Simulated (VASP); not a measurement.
An input for Ansatz (written as the equivalent of a VASP run, and not itself run):

Ansatz 0.2 input:
```yaml
crystal:
  lattice:
    - [-1.8993695, 3.7571458, 5.0153601]
    - [1.8993695, -3.7571458, 5.0153601]
    - [1.8993695, 3.7571458, -5.0153601]
  atoms:
    - { symbol: Rb, position: [0.6943840, 0.1943840, 0.5000000] }
    - { symbol: Rb, position: [0.3056160, 0.8056160, 0.5000000] }
    - { symbol: Pd, position: [0.0000000, 0.0000000, 0.0000000] }
    - { symbol: Se, position: [0.2123330, 0.5000000, 0.7123330] }
    - { symbol: Se, position: [0.7876670, 0.5000000, 0.2876670] }
kpoints:
  mp_grid: { grid: [6, 6, 6] }
hamiltonian:
  xc: pbesol
  pseudopotentials: { kind: paw }
scf:
  occupations: { method: gaussian, width: 0.05 }
  max_iter: 100
relax:
  max_steps: 60
  f_tol: 0.02
  cell: {}
output: { forces: true, stress: true, eigenvalues: true }
```

### Question
Translate this input to VASP (INCAR, KPOINTS, POSCAR, choice of POTCAR).

### Answer
One answer among several that fit: 
File POSCAR:
```
Rb2PdSe2
1
   -1.8993695406     3.7571458166     5.0153600614
    1.8993695406    -3.7571458166     5.0153600614
    1.8993695406     3.7571458166    -5.0153600614
Rb Pd Se
2 1 2
Direct
  0.6943839793   0.1943839793   0.5000000000
  0.3056160207   0.8056160207   0.5000000000
  0.0000000000   0.0000000000   0.0000000000
  0.2123329546   0.5000000000   0.7123329546
  0.7876670454   0.5000000000   0.2876670454
```

### INCAR
```
SIGMA = 0.05   # width (eV)
LCHARG = F
ISIF = 3   # ions, shape and volume
ISMEAR = 0
LREAL = F
LASPH = T   # aspherical one-centre terms
PREC = Accurate
NSW = 60   # most ionic steps
LMAXMIX = 4
EDIFF = 1E-6
GGA = PS   # PBEsol
ALGO = Normal
ENCUT = 400
LWAVE = F
NELM = 100   # most electronic steps
IBRION = 2
EDIFFG = -0.02   # ionic stop
SYSTEM = Rb2PdSe2
```

**KPOINTS**
```
Automatic
0
gamma
6 6 6
```

POTCAR, in this order: Rb_sv Pd Se (PBE.64 set). Program: vasp_std.

The two are equivalent in intent, not identical: each code has its own PAW files, so the cut-off isn't converted (ENCUT is set for VASP's; basis.ecutwfc is left out, and Ansatz then takes the one that its files recommend); Ansatz stops its SCF on the density residual and VASP on the energy change (EDIFF).

The structure comes from a computed database's Rb2PdSe2 entry (Immm); how it stands against other phases isn't given here. This run relaxes it. Symmetry was kept, so distortions that lower it aren't found. The start is the result of an earlier pass.
